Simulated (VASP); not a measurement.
Output of a VASP run:

### OSZICAR
```
       N       E                     dE             d eps       ncg     rms          rms(c)
DAV:   1     0.465807526602E+03    0.46581E+03   -0.29549E+04  2838   0.123E+03
DAV:   2     0.775961601820E+01   -0.45805E+03   -0.44823E+03  3152   0.329E+02
DAV:   3    -0.216878143867E+02   -0.29447E+02   -0.29238E+02  3400   0.803E+01
DAV:   4    -0.221459726888E+02   -0.45816E+00   -0.45706E+00  3224   0.100E+01
DAV:   5    -0.221536917282E+02   -0.77190E-02   -0.77160E-02  3333   0.131E+00    0.195E+01
DAV:   6    -0.206174181660E+02    0.15363E+01   -0.38810E+00  3666   0.174E+01    0.146E+01
DAV:   7    -0.206381110491E+02   -0.20693E-01   -0.17298E+00  3039   0.578E+00    0.487E+00
DAV:   8    -0.206026998764E+02    0.35411E-01   -0.32971E-01  3534   0.438E+00    0.879E-01
DAV:   9    -0.206006154587E+02    0.20844E-02   -0.36156E-02  3282   0.166E+00    0.224E-01
DAV:  10    -0.206006388255E+02   -0.23367E-04   -0.18341E-03  3031   0.200E-01    0.128E-01
DAV:  11    -0.206005953145E+02    0.43511E-04   -0.40108E-04  3709   0.122E-01    0.519E-02
DAV:  12    -0.206006171616E+02   -0.21847E-04   -0.81743E-05  3178   0.468E-02    0.263E-02
DAV:  13    -0.206006198013E+02   -0.26397E-05   -0.33181E-06  2488   0.119E-02    0.126E-02
DAV:  14    -0.206006200547E+02   -0.25337E-06   -0.32714E-06  2408   0.108E-02
   1 F= -.20600620E+02 E0= -.20600923E+02  d E =-.206006E+02
       N       E                     dE             d eps       ncg     rms          rms(c)
DAV:   1    -0.206013896193E+02   -0.76982E-03   -0.47881E-02  2937   0.117E+00    0.191E-01
DAV:   2    -0.206009817017E+02    0.40792E-03   -0.25313E-03  3329   0.346E-01    0.770E-02
DAV:   3    -0.206009210613E+02    0.60640E-04   -0.20062E-04  3136   0.878E-02    0.634E-02
DAV:   4    -0.206009111653E+02    0.98961E-05   -0.28290E-05  3254   0.264E-02    0.157E-02
DAV:   5    -0.206009104694E+02    0.69589E-06   -0.73543E-06  3054   0.217E-02
   2 F= -.20600910E+02 E0= -.20601214E+02  d E =-.290415E-03
       N       E                     dE             d eps       ncg     rms          rms(c)
DAV:   1    -0.206020697254E+02   -0.11586E-02   -0.11261E-01  2901   0.180E+00    0.291E-01
DAV:   2    -0.206011238853E+02    0.94584E-03   -0.59404E-03  3334   0.528E-01    0.118E-01
DAV:   3    -0.206009813708E+02    0.14251E-03   -0.46889E-04  3139   0.135E-01    0.973E-02
DAV:   4    -0.206009561852E+02    0.25186E-04   -0.66686E-05  3259   0.405E-02    0.241E-02
DAV:   5    -0.206009537101E+02    0.24752E-05   -0.17114E-05  3297   0.331E-02    0.112E-02
DAV:   6    -0.206009544838E+02   -0.77369E-06   -0.27425E-06  2032   0.877E-03
   3 F= -.20600954E+02 E0= -.20601259E+02  d E =-.334429E-03
```

**OUTCAR**
```
------------------------ aborting loop because EDIFF is reached ----------------------------------------
  FORCE on cell =-STRESS in cart. coord.  units (eV):
  Direction    XX          YY          ZZ          XY          YZ          ZX
  --------------------------------------------------------------------------------------
  Total        0.1319222      0.1319222      0.1520183      0.0502663      0.0000000      0.0000000
  in kB        1.0040820      1.0040820      1.1570368      0.3825852      0.0000000      0.0000000
  external PRESSURE =       1.0550669 kB  Pullay stress =       0.0000000 kB
  volume of cell :      210.50
      direct lattice vectors                 reciprocal lattice vectors
    -0.004632856  5.949409235  5.947192362    -0.083976565  0.083976565  0.084073285
     5.949409235 -0.004632856  5.947192362     0.083976565 -0.083976565  0.084073285
     2.972388189  2.972388189 -0.000000000     0.168214906  0.168214906 -0.168146571
 POSITION                                       TOTAL-FORCE (eV/Angst)
 -----------------------------------------------------------------------------------
      5.94478      5.94478     11.81285        -0.000000     -0.000000     -0.016756
      5.98416      8.87778      8.95747         0.010606     -0.010606     -0.006204
      8.87778      5.98416      8.95747        -0.010606      0.010606     -0.006204
      5.94478      5.94478      5.95179         0.000000      0.000000      0.008084
      1.48619      1.48619      1.49838         0.000000      0.000000      0.003479
      4.45155      1.49323      4.46039         0.001399     -0.001399      0.005736
      1.49323      4.45155      4.46039        -0.001399      0.001399      0.005736
      4.45858      4.45858      7.42600         0.000000      0.000000      0.006129
 -----------------------------------------------------------------------------------
    total drift:                               -0.000000     -0.000000      0.000194
  FREE ENERGIE OF THE ION-ELECTRON SYSTEM (eV)
  ---------------------------------------------------
  free  energy   TOTEN  =       -20.6009544838 eV

  energy  without entropy=      -20.6018687319  energy(sigma->0) =      -20.60125923

 reached required accuracy - stopping structural energy minimisation
```
(Selected blocks of OUTCAR.)

**POSCAR**
```
Hg4S3Se
1
   -0.0006942070     5.9547304099     5.9500908542
    5.9547304099    -0.0006942070     5.9500908542
    2.9770181014     2.9770181014     0.0000000000
Hg Se S
4 1 3
Direct
  0.9930488543   0.9930488543   0.0139022914
  0.9963273846   0.5100605453   0.9936120701
  0.5100605453   0.9963273846   0.9936120701
  0.5001670413   0.5001670413   0.9996659173
  0.1256915203   0.1256915203   0.2486169593
  0.1259328584   0.6241448412   0.2499223005
  0.6241448412   0.1259328584   0.2499223005
  0.6246269546   0.6246269546   0.2507460908
```

Reconstruct the remaining input files.

One answer among several that fit: the input of the run itself, PBEsol GGA, plane waves, VASP's PBE PAW potentials (set 64).

**KPOINTS**
```
Automatic mesh
0
Gamma
4 4 8
0 0 0
```

INCAR:
```
ALGO=Normal
EDIFF=1E-6
EDIFFG=-0.02
ENCUT=400
GGA=PS
IBRION=2
ISIF=3
ISMEAR=1
LASPH=.True.
LCHARG=.False.
LMAXMIX=6
LREAL=.False.
LWAVE=.False.
NELM=100
NSW=60
PREC=Accurate
SIGMA=0.1
SYSTEM=Hg4S3Se
```

POTCAR, in this order: Hg Se S (PBE.64 set). Program: vasp_std.

The structure was generated: Hg4S3Se was put into an ordered model structure (Amm2), which need not be its known phase. This run relaxes it. Symmetry was kept, so distortions that lower it aren't found. The start is the result of an earlier pass.
